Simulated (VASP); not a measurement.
ClSnIH2, in a box:

```xyz
5
Lattice="13.0000 0.0000 0.0000 0.0000 12.0000 0.0000 0.0000 0.0000 13.0000" Properties=species:S:1:pos:R:3 pbc="T T T"
Cl    4.7724    6.7576    6.8894
Sn    6.7926    5.9989    6.0300
I     8.2536    5.1089    8.0733
H     6.4321    4.7026    4.9947
H     7.5661    7.3394    5.3321
```

Program: VASP 6.6.1. Alike in all runs: task single point; no spin polarisation; cell as given; k mesh 1 × 1 × 1; smearing gaussian 0.01 eV. Hardware: 1 thread of AMD EPYC 9R45 96-Core Processor (Zen 5) (shared host).

Question: Order these runs on this cell by their wall time, lowest first.
A. level SCAN; potentials or basis VASP PAW PBE potentials, release 64 (Cl, Sn_d, I, H); cutoff (eV) 520
B. level SCAN+D3(BJ); potentials or basis VASP PAW PBE potentials, release 64 (Cl_h, Sn_d, I, H_h); cutoff (eV) 900
C. level PBE; potentials or basis VASP PAW PBE potentials, release 64 (Cl, Sn_d, I, H); cutoff (eV) 520
D. level PBE0+TS; potentials or basis VASP PAW PBE potentials, release 64 (Cl, Sn_d, I, H); cutoff (eV) 520; grid for exact exchange (PRECFOCK) Fast; exchange at q = 0 default

Answer: C (130 s), D (290 s), A (630 s), B (1400 s).
